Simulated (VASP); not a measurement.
Elastic constants (GPa) of a crystal from VASP with PBEsol GGA, VASP's PBE PAW potentials (set 64):

|  | xx | yy | zz | yz | xz | xy |
|---|---|---|---|---|---|---|
| xx | 288.1 | 159.3 | 159.3 | 0.0 | 0.0 | 0.0 |
| yy | 159.3 | 288.1 | 159.3 | 0.0 | 0.0 | 0.0 |
| zz | 159.3 | 159.3 | 288.1 | 0.0 | 0.0 | 0.0 |
| yz | 0.0 | 0.0 | 0.0 | 180.3 | 0.0 | 0.0 |
| xz | 0.0 | 0.0 | 0.0 | 0.0 | 180.3 | 0.0 |
| xy | 0.0 | 0.0 | 0.0 | 0.0 | 0.0 | 180.3 |

**Question.** Work out the Voigt, Reuss and Hill moduli, Young's modulus and Poisson's ratio.

**Answer.** All eigenvalues are positive (smallest 128.8 GPa), so the crystal is stable. K_V = (C11+C22+C33+2(C12+C13+C23))/9 = (864.3 + 2×477.9)/9 = 202.2 GPa; G_V = (864.3 − 477.9 + 3×540.9)/15 = 133.9 GPa. From the compliances, K_R = 202.2 GPa and G_R = 104.8 GPa. Hill: K = 202.2 GPa, G = 119.4 GPa, E = 9KG/(3K+G) = 299.3 GPa, ν = (3K−2G)/(2(3K+G)) = 0.253. K/G = 1.69, below Pugh's 1.75; universal anisotropy A^U = 1.39.

**Question.** With a density of 3.25 g/cm³, what are the mean sound speeds?

**Answer.** v_l = √((K+4G/3)/ρ) = 10.55 km/s and v_t = √(G/ρ) = 6.07 km/s. The crystal is AlN (zinc blende), cubic.

The compound is AlN in the zinc blende structure, a metastable form; wurtzite is the usual one. It was relaxed first.
